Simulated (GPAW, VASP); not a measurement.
Given: the input of a run of VASP 6.6.1 on RuSe. The cell comes from a database or a generator and needn't be the stable form of this composition.

Contents of INCAR:

```
ALGO = Fast ; EDIFF = 1E-6
ENCUT = 520 ; GGA = PS
ISIF = 2 ; ISMEAR = 0
ISPIN = 2 ; LASPH = True
LCHARG = False ; LDAU = True
LDAUJ = 0 0 ; LDAUL = 2 -1
LDAUPRINT = 1 ; LDAUTYPE = 2
LDAUU = 3 0 ; LMAXMIX = 4
LORBIT = 11 ; LREAL = False
LWAVE = False ; MAGMOM = 1 -1 0 0
NELM = 100 ; PREC = Accurate
SIGMA = 0.05
```

File KPOINTS:

```
k-points
0
Gamma
  6 6 3
```

Contents of POSCAR:

```
RuSe
1.0
    3.1876923100      0.0000000000      0.0000000000
    0.0000000000      3.1876923100      0.0000000000
    0.0000000000      0.0000000000      6.3753846200
Ru Se
2 2
Direct
    0.0000000000      0.0000000000      0.0000000000
    0.0000000000      0.0000000000      0.5000000000
    0.5000000000      0.5000000000      0.2500000000
    0.5000000000      0.5000000000      0.7500000000
```

Potentials or basis: VASP PAW PBE potentials, release 64 (Ru_pv, Se).

Launch:

```console
$ cat potpaw_PBE.64/Ru_pv/POTCAR potpaw_PBE.64/Se/POTCAR > POTCAR
$ mpirun -np 1 vasp_std > vasp.out
```

Q: Set up the same calculation for GPAW 26.7.0 (ASE script). Potentials or basis there: PAW data sets generated for this functional, cutoff 600 eV.

A: As run (cutoffs and basis follow the program's own potentials, and thresholds, step limits or extra output files can differ):

The input run.py:

```python
from ase.dft.bandgap import bandgap
from ase.io import read, write
from ase.units import Bohr, GPa
from gpaw import GPAW, PW, setup_paths
from gpaw.elf import elf_from_dft_calculation

setup_paths.insert(0, '.')

atoms = read('RuSe.xyz')
atoms.set_initial_magnetic_moments([1.0, -1.0, 0.0, 0.0])

calc = GPAW(mode=PW(600),
            xc='PBEsol',
            kpts={'size': (6, 6, 3), 'gamma': True},
            occupations={'name': 'methfessel-paxton', 'order': 0, 'width': 0.05},
            setups={'Ru': ':d,3.0'},
            nbands=39,
            convergence={'density': 1e-05, 'energy': 1e-05},
            maxiter=150,
            txt='gpaw.txt')
atoms.calc = calc
energy = atoms.get_potential_energy()
forces = atoms.get_forces()
stress = atoms.get_stress()
calc.write('gs.gpw')
write('result.traj', atoms)
print(f'Energy: {energy:.6f} eV')
print('Forces (eV/A):')
print(forces.round(4))
print('Stress (GPa):', (stress / GPa).round(3))
print('Moments:', calc.get_magnetic_moments().round(3))
print('Fermi level:', round(calc.get_fermi_level(), 4), 'eV')
print(f'Gap: {bandgap(calc)[0]:.4f} eV, direct: {bandgap(calc, direct=True)[0]:.4f} eV')

# fields on the real-space grid
write('density.cube', atoms, data=calc.get_pseudo_density() * Bohr**3)
write('potential.cube', atoms, data=calc.get_electrostatic_potential())
write('spin.cube', atoms, data=(calc.get_pseudo_density(spin=0) - calc.get_pseudo_density(spin=1)) * Bohr**3)
write('elf.cube', atoms, data=elf_from_dft_calculation(calc).data)
```

RuSe.xyz

```xyz
4
Lattice="3.1876923100 0.0000000000 0.0000000000 0.0000000000 3.1876923100 0.0000000000 0.0000000000 0.0000000000 6.3753846200" Properties=species:S:1:pos:R:3 pbc="T T T"
Ru     0.0000000000      0.0000000000      0.0000000000
Ru     0.0000000000      0.0000000000      3.1876923100
Se     1.5938461550      1.5938461550      1.5938461550
Se     1.5938461550      1.5938461550      4.7815384650
```

Potentials or basis: PAW data sets generated in the run's folder for this functional, pw.

Command:

```sh
$ gpaw-setup -f PBEsol Ru Se
$ OMP_NUM_THREADS=1 python run.py
```

Both were run:

|  | VASP | GPAW |
| --- | --- | --- |
| Pressure | -8.0 GPa | 0.8 GPa |
| Net moment | 0.00 μB per cell | 0.00 μB per cell |

The potentials hold 40 and 44 valence electrons a cell.

VASP's potentials were made for PBE.

The magnetic state is the one that the start led to; the real crystal's order can differ.

The two runs disagree by more than potentials and bases usually give (in gap, levels, pressure or energy); the cause wasn't traced.

How U acts hangs on each program's projectors.

Pressure is positive in compression.
